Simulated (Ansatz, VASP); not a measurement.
## KScBr4 in VASP and in Ansatz

```
K Sc Br
1.0
     0.00000    4.58439    4.58439
     4.58439    0.00000    4.58439
     4.58439    4.58439    0.00000
K Sc Br
1 1 4
Cartesian
  2.2922 2.2922 2.2922
  0.0000 0.0000 0.0000
  3.4361 5.7326 3.4361
  3.4361 3.4361 5.7326
  5.7326 5.7326 5.7326
  5.7326 3.4361 3.4361
```

Alike in both runs: functional PBE; k mesh 4 × 4 × 4; occupations gaussian, width 0.1 eV; no spin polarisation.

Ansatz relaxed the structure, and its values are those at the end. VASP's run is a single point on that final structure, the one shown.

|  | VASP | Ansatz |
| --- | --- | --- |
| version | VASP 6.6.1 | Ansatz 0.2.0 |
| potentials or method | VASP PAW PBE potentials, release 64 (K_sv, Sc_sv, Br) | scalar-relativistic, plane waves, PAW |
| plane-wave cutoff (eV) | 520 | 420 |
| valence electrons in the cell | 48 | 48 |

|  | VASP | Ansatz | Ansatz less VASP |
| --- | --- | --- | --- |
| gap on the k mesh at the Fermi level (eV) | none | none | - |
| pressure (GPa) | 0.0 | 0.0 | 0.00 |

A gap of «none» marks a metal or a gap that the smearing closes.
